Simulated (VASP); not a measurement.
Data:

```xyz
2
Lattice="0.0000 3.0666 3.0666 3.0666 0.0000 3.0666 3.0666 3.0666 0.0000" Properties=species:S:1:pos:R:3 pbc="T T T"
Ba     0.0000     0.0000     0.0000
S      3.0666     3.0666     3.0666
```

Method: LDA (Ceperley-Alder, Perdew-Zunger), VASP's LDA PAW potentials (set 64) (plane waves; VASP). Settings: 500 eV cut-off, 8×8×8 Γ-centred mesh, Gaussian smearing of 0.050 eV, potentials Ba_sv S.

Unless said otherwise, spin-orbit coupling is left out, though it shifts the bands of the heavy elements here.

Problem. Estimate the energy per atom (σ→0), pressure, band gap (on the k-mesh) with the smallest direct gap where there is one.

Solution. 
| Quantity | Result |
|---|---|
| band gap (on the k-mesh) | 1.64 eV |
| smallest direct gap (on the k-mesh) | 1.69 eV |
| energy per atom (σ→0) | -5.552 eV/atom |
| pressure | 4.95 GPa |

Total energies compare only between runs with the same potentials, cut-off and functional.

The compound is BaS in the rock salt structure. It was relaxed first under an external pressure of 5 GPa.
